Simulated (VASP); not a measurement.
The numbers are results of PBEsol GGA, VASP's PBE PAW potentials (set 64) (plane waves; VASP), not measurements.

VASP input:

### INCAR
```
# general
SYSTEM   =  HfN
PREC     =  Accurate
ENCUT    =  520
LREAL    =  F
LASPH    =  T

# electronic loop
EDIFF    =  1E-6
NELM     =  100
ALGO     =  Normal
LMAXMIX  =  6

# smearing
ISMEAR   =  1
SIGMA    =  0.1

# functional
GGA      =  PS

# ions
IBRION   =  2
NSW      =  60
ISIF     =  3
EDIFFG   =  -0.02

# output
LWAVE    =  F
LCHARG   =  F
```

### KPOINTS
```
Automatic mesh
0
Gamma
10 10 5
0 0 0
```

POSCAR:
```
HfN
1
    3.1015155877    -0.0000000000     0.0000000000
   -1.5507577938     2.6859913771    -0.0000000000
   -0.0000000000     0.0000000000     5.6618114544
Hf N
2 2
Direct
  0.0000000000   0.0000000000   0.0000000000
  0.0000000000   0.0000000000   0.5000000000
  0.3333330000   0.6666670000   0.2500000000
  0.6666670000   0.3333330000   0.7500000000
```

POTCAR, in this order: Hf_pv N (PBE.64 set). Program: vasp_std.

Output

**OSZICAR**
```
       N       E                     dE             d eps       ncg     rms          rms(c)
DAV:   1     0.126733599229E+03    0.12673E+03   -0.16909E+04  1596   0.156E+03
DAV:   2    -0.433715686280E+02   -0.17011E+03   -0.16538E+03  2121   0.354E+02
DAV:   3    -0.496865503494E+02   -0.63150E+01   -0.62318E+01  1911   0.579E+01
DAV:   4    -0.497743440343E+02   -0.87794E-01   -0.87392E-01  2155   0.678E+00
DAV:   5    -0.497751337461E+02   -0.78971E-03   -0.78842E-03  1917   0.505E-01    0.710E+01
DAV:   6    -0.446688810750E+02    0.51063E+01   -0.33647E+01  1808   0.298E+01    0.602E+01
DAV:   7    -0.445119543875E+02    0.15693E+00   -0.24346E+00  1829   0.101E+01    0.281E+01
DAV:   8    -0.444709188437E+02    0.41036E-01   -0.17970E-01  1912   0.297E+00    0.434E+00
DAV:   9    -0.444643552709E+02    0.65636E-02   -0.40207E-02  1842   0.131E+00    0.300E+00
DAV:  10    -0.444635242575E+02    0.83101E-03   -0.62951E-03  1846   0.531E-01    0.392E-01
DAV:  11    -0.444634834101E+02    0.40847E-04   -0.43018E-04  1863   0.157E-01    0.737E-02
DAV:  12    -0.444634818966E+02    0.15136E-05   -0.18735E-05  1992   0.319E-02    0.811E-02
DAV:  13    -0.444634824551E+02   -0.55854E-06   -0.56236E-07  1172   0.629E-03
   1 F= -.44463482E+02 E0= -.44463182E+02  d E =-.444635E+02
       N       E                     dE             d eps       ncg     rms          rms(c)
DAV:   1    -0.444963063436E+02   -0.32824E-01   -0.20479E+00  1602   0.116E+01    0.257E+00
DAV:   2    -0.444756701872E+02    0.20636E-01   -0.50242E-02  1851   0.159E+00    0.733E-01
DAV:   3    -0.444680506728E+02    0.76195E-02   -0.70792E-03  2055   0.586E-01    0.378E-01
DAV:   4    -0.444670222675E+02    0.10284E-02   -0.16746E-03  2148   0.283E-01    0.283E-01
DAV:   5    -0.444669926391E+02    0.29628E-04   -0.97628E-05  1894   0.782E-02    0.323E-02
DAV:   6    -0.444669867065E+02    0.59326E-05   -0.17050E-05  2129   0.272E-02    0.707E-03
DAV:   7    -0.444669864189E+02    0.28759E-06   -0.64364E-07  1119   0.581E-03
   2 F= -.44466986E+02 E0= -.44465837E+02  d E =-.350396E-02
       N       E                     dE             d eps       ncg     rms          rms(c)
DAV:   1    -0.444742117063E+02   -0.72250E-02   -0.31667E-01  1614   0.452E+00    0.995E-01
DAV:   2    -0.444709967003E+02    0.32150E-02   -0.76901E-03  1818   0.622E-01    0.286E-01
DAV:   3    -0.444698115529E+02    0.11851E-02   -0.10815E-03  2060   0.229E-01    0.146E-01
DAV:   4    -0.444696405532E+02    0.17100E-03   -0.27388E-04  2145   0.115E-01    0.112E-01
DAV:   5    -0.444696329296E+02    0.76236E-05   -0.14843E-05  1848   0.304E-02    0.171E-02
DAV:   6    -0.444696322645E+02    0.66506E-06   -0.23951E-06  1436   0.107E-02
   3 F= -.44469632E+02 E0= -.44468847E+02  d E =-.614981E-02
       N       E                     dE             d eps       ncg     rms          rms(c)
DAV:   1    -0.444764547819E+02   -0.68219E-02   -0.24717E-01  1617   0.407E+00    0.171E+00
DAV:   2    -0.444712087120E+02    0.52461E-02   -0.14832E-02  1762   0.882E-01    0.399E-01
DAV:   3    -0.444696046326E+02    0.16041E-02   -0.21061E-03  1768   0.359E-01    0.265E-01
DAV:   4    -0.444693745248E+02    0.23011E-03   -0.58956E-04  1928   0.182E-01    0.247E-01
DAV:   5    -0.444693609100E+02    0.13615E-04   -0.10391E-04  1820   0.560E-02    0.454E-02
DAV:   6    -0.444693531008E+02    0.78092E-05   -0.73017E-05  1769   0.482E-02    0.111E-02
DAV:   7    -0.444693524618E+02    0.63908E-06   -0.10820E-05  1745   0.187E-02    0.739E-03
DAV:   8    -0.444693523161E+02    0.14567E-06   -0.58381E-07   972   0.594E-03
   4 F= -.44469352E+02 E0= -.44468352E+02  d E =0.279948E-03
       N       E                     dE             d eps       ncg     rms          rms(c)
DAV:   1    -0.444723198130E+02   -0.29674E-02   -0.76559E-02  1611   0.227E+00    0.948E-01
DAV:   2    -0.444706976155E+02    0.16222E-02   -0.45437E-03  1765   0.489E-01    0.222E-01
DAV:   3    -0.444702030371E+02    0.49458E-03   -0.65106E-04  1754   0.201E-01    0.147E-01
DAV:   4    -0.444701347713E+02    0.68266E-04   -0.18025E-04  1942   0.101E-01    0.138E-01
DAV:   5    -0.444701370680E+02   -0.22967E-05   -0.36923E-05  1814   0.328E-02    0.334E-02
DAV:   6    -0.444701336267E+02    0.34413E-05   -0.26454E-05  1769   0.285E-02    0.559E-03
DAV:   7    -0.444701336126E+02    0.14057E-07   -0.31289E-06  1334   0.103E-02
   5 F= -.44470134E+02 E0= -.44469253E+02  d E =-.501348E-03
```

OUTCAR:
```
------------------------ aborting loop because EDIFF is reached ----------------------------------------
  FORCE on cell =-STRESS in cart. coord.  units (eV):
  Direction    XX          YY          ZZ          XY          YZ          ZX
  --------------------------------------------------------------------------------------
  Total       -0.0004056     -0.0004056      0.0076621     -0.0000000     -0.0000000      0.0000000
  in kB       -0.0137984     -0.0137984      0.2606475     -0.0000000     -0.0000000      0.0000000
  external PRESSURE =       0.0776836 kB  Pullay stress =       0.0000000 kB
  volume of cell :       47.10
      direct lattice vectors                 reciprocal lattice vectors
     3.113263383  0.000000000 -0.000000000     0.321206360  0.185448572 -0.000000000
    -1.556631691  2.696165267 -0.000000000    -0.000000000  0.370897145  0.000000000
     0.000000000 -0.000000000  5.611006537     0.000000000  0.000000000  0.178221143
 POSITION                                       TOTAL-FORCE (eV/Angst)
 -----------------------------------------------------------------------------------
      0.00000      0.00000     -0.00000        -0.000000      0.000000      0.000000
      0.00000     -0.00000      2.80550        -0.000000      0.000000      0.000000
     -0.00000      1.79744      1.40275         0.000000     -0.000000      0.000000
      1.55663      0.89872      4.20825        -0.000000      0.000000     -0.000000
 -----------------------------------------------------------------------------------
    total drift:                                0.000000     -0.000000      0.000000
  FREE ENERGIE OF THE ION-ELECTRON SYSTEM (eV)
  ---------------------------------------------------
  free  energy   TOTEN  =       -44.4701336126 eV

  energy  without entropy=      -44.4674905922  energy(sigma->0) =      -44.46925261

 reached required accuracy - stopping structural energy minimisation
```
(Selected blocks of OUTCAR.)

CONTCAR:
```
HfN
   1.00000000000000
     3.1132633829569563    0.0000000000002192   -0.0000000000000000
    -1.5566316914280987    2.6961652672316441   -0.0000000000000000
     0.0000000000000000   -0.0000000000000000    5.6110065370837248
  Hf              N
     2     2
Direct
     0.0000000000000000    0.0000000000000000    0.0000000000000000
     0.0000000000000000    0.0000000000000000    0.5000000000000000
     0.3333330000000032    0.6666669999999968    0.2500000000000000
     0.6666669999999968    0.3333330000000032    0.7500000000000000
```

The structure was generated: HfN was put into the NiAs type (P6_3/mmc), which need not be its known phase. This run relaxes it. Symmetry was kept, so distortions that lower it aren't found. The start is the result of an earlier pass.
